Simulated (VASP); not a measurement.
## Sb: work function with PBE

Sb, a sheet with vacuum:

```
Sb
1.0
     4.06298    0.00000    0.00000
    -2.03149    3.51864    0.00000
     0.00000    0.00000   17.65000
Sb
2
Direct
  0.33333 0.66667 0.45293
  0.66667 0.33333 0.54707
```

The cell was built by a generator and needn't be a form met in nature.

```
Program                : VASP 6.6.1
Task                   : work function
Functional             : PBE
Potentials or basis    : VASP PAW PBE potentials, release 64 (Sb)
Cutoff                 : 520 eV
k mesh                 : 12 × 12 × 1
Occupations            : gaussian, width 0.03 eV
Spin                   : no spin polarisation
Dipole correction      : yes
Further INCAR settings : ALGO = Normal; EDIFF = 1e-06
```

* Largest force: 0.031 eV/Å
* Band gap on the k mesh: 1.14 eV, indirect (least direct gap 1.64 eV)
* Ionisation potential of the upper face: 4.68 eV

Forces on the atoms (eV/Å):
```
Sb   0.000  0.000 -0.031
Sb   0.000  0.000  0.031
```

Levels at points of the mesh, in eV from the valence-band top:
| k point | band 1 | band 2 | band 3 | band 4 | band 5 | band 6 | band 7 | band 8 | band 9 |
| --- | --- | --- | --- | --- | --- | --- | --- | --- | --- |
| (0.00, 0.00, 0.00) | -11.52 | -6.50 | -0.84 | 0.00 | 0.00 | 1.64 | 2.78 | 2.78 | 4.18 |
| (0.50, 0.00, 0.00) | -9.52 | -7.91 | -3.14 | -1.66 | -1.63 | 1.55 | 2.25 | 3.47 | 4.90 |

Wall time 58 s on 4 MPI ranks on Intel(R) Xeon(R) Platinum 8375C CPU @ 2.90GHz (Ice Lake) (shared host), peak memory 0.35 GiB a rank.

Caveat: spin-orbit coupling is left out, which moves the levels of the heavy elements. A hybrid or GW would open this gap; PBE tends to underestimate it.
